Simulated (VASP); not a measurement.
Level of theory: PBE GGA, VASP's PBE PAW potentials (set 64) (plane waves; VASP 6.6.1).

Input for VASP

File KPOINTS:
```
kpoints
0
Gamma
 1 1 1
0 0 0
```

### POSCAR
```
CaMg31O32
1
    8.4869590160     0.0000000000     0.0000000000
    0.0000000000     8.4869590160    -0.0000000000
   -0.0000000000    -0.0000000000     8.4869590160
Mg O Ca
31 32 1
Direct
  0.5000000000   0.0000000000   0.0000000000
  0.7500000000   0.2500000000   0.0000000000
  0.7500000000   0.0000000000   0.2500000000
  0.0000000000   0.0000000000   0.0000000000
  0.2500000000   0.2500000000   0.0000000000
  0.5000000000   0.5000000000   0.0000000000
  0.7500000000   0.7500000000   0.0000000000
  0.2500000000   0.0000000000   0.2500000000
  0.4971150000   0.2448860000   0.2550740000
  0.7487060000   0.4985600000   0.2518000000
  0.5000000000   0.0000000000   0.5000000000
  0.7532020000   0.2477670000   0.5056790000
  0.7500000000   0.0000000000   0.7500000000
  0.0000000000   0.5000000000   0.0000000000
  0.2500000000   0.7500000000   0.0000000000
  0.0000000000   0.2500000000   0.2500000000
  0.2463090000   0.5026630000   0.2513950000
  0.5010010000   0.7512370000   0.2477060000
  0.0000000000   0.0000000000   0.5000000000
  0.2547160000   0.2490520000   0.5006190000
  0.7445650000   0.7479980000   0.4992230000
  0.2500000000   0.0000000000   0.7500000000
  0.5021870000   0.2450210000   0.7500740000
  0.7463280000   0.5042800000   0.7494440000
  0.0000000000   0.7500000000   0.2500000000
  0.0000000000   0.5000000000   0.5000000000
  0.2521880000   0.7547220000   0.4979510000
  0.0000000000   0.2500000000   0.7500000000
  0.2553360000   0.4962920000   0.7554160000
  0.5042320000   0.7488460000   0.7551470000
  0.0000000000   0.7500000000   0.7500000000
  0.7500000000   0.2500000000   0.2500000000
  0.0000000000   0.5000000000   0.2500000000
  0.0000000000   0.2500000000   0.5000000000
  0.2500000000   0.2500000000   0.2500000000
  0.4986660000   0.4980460000   0.2501570000
  0.7500000000   0.7500000000   0.2500000000
  0.0000000000   0.0000000000   0.2500000000
  0.4949630000   0.2444420000   0.4958720000
  0.7505540000   0.5055500000   0.5047190000
  0.0000000000   0.7500000000   0.5000000000
  0.7500000000   0.2500000000   0.7500000000
  0.0000000000   0.5000000000   0.7500000000
  0.0000000000   0.2500000000   0.0000000000
  0.2500000000   0.7500000000   0.2500000000
  0.5000000000   0.0000000000   0.2500000000
  0.2513970000   0.4972140000   0.5020760000
  0.5012560000   0.7522670000   0.5004790000
  0.7500000000   0.0000000000   0.5000000000
  0.2500000000   0.2500000000   0.7500000000
  0.5014420000   0.5055630000   0.7519670000
  0.7500000000   0.7500000000   0.7500000000
  0.0000000000   0.0000000000   0.7500000000
  0.5000000000   0.2500000000   0.0000000000
  0.7500000000   0.5000000000   0.0000000000
  0.0000000000   0.7500000000   0.0000000000
  0.2500000000   0.0000000000   0.5000000000
  0.2500000000   0.7500000000   0.7500000000
  0.5000000000   0.0000000000   0.7500000000
  0.2500000000   0.5000000000   0.0000000000
  0.5000000000   0.7500000000   0.0000000000
  0.7500000000   0.0000000000   0.0000000000
  0.2500000000   0.0000000000   0.0000000000
  0.4993690000   0.4967270000   0.5045810000
```

### INCAR
```
SYSTEM = CaMg31O32
PREC = Normal
ENCUT = 400
EDIFF = 1E-5
NELM = 100
ALGO = Fast
LREAL = Auto
LASPH = .TRUE.
ISMEAR = 0
SIGMA = 0.05
GGA = PE
LWAVE = .TRUE.
LCHARG = .FALSE.
NELMIN = 4
ISYM = 0
IBRION = 2
ISIF = 2
NSW = 60
EDIFFG = -0.03
```

POTCAR, in this order: Mg O Ca_sv (PBE.64 set). Program: vasp_gam.

The supercell is sampled at Γ alone, which is coarse: total energies, pressure and levels can be off, energies of defects by several tenths of an eV.

Q: What does the run give for the energy per atom (σ→0)?

A: 
- energy per atom (σ→0): -5.954 eV/atom

**OSZICAR**
```
...
   7 F= -.38106104E+03 E0= -.38106104E+03  d E =-.116741E-01
       N       E                     dE             d eps       ncg     rms          rms(c)
DAV:   1    -0.381062672119E+03   -0.16354E-02   -0.57723E-01   346   0.219E+00    0.117E-01
RMM:   2    -0.381063748952E+03   -0.10768E-02   -0.12727E-02   330   0.311E-01    0.547E-02
RMM:   3    -0.381063723626E+03    0.25326E-04   -0.76172E-04   342   0.811E-02    0.408E-02
RMM:   4    -0.381063674557E+03    0.49070E-04   -0.34838E-04   339   0.455E-02    0.139E-02
RMM:   5    -0.381063673356E+03    0.12010E-05   -0.41718E-05   267   0.142E-02
   8 F= -.38106367E+03 E0= -.38106367E+03  d E =-.263486E-02
```

The cell is a supercell with a defect, built from MgO (rock salt): Ca_Mg. The run is not spin-polarised, so no state with unpaired spins was tried.
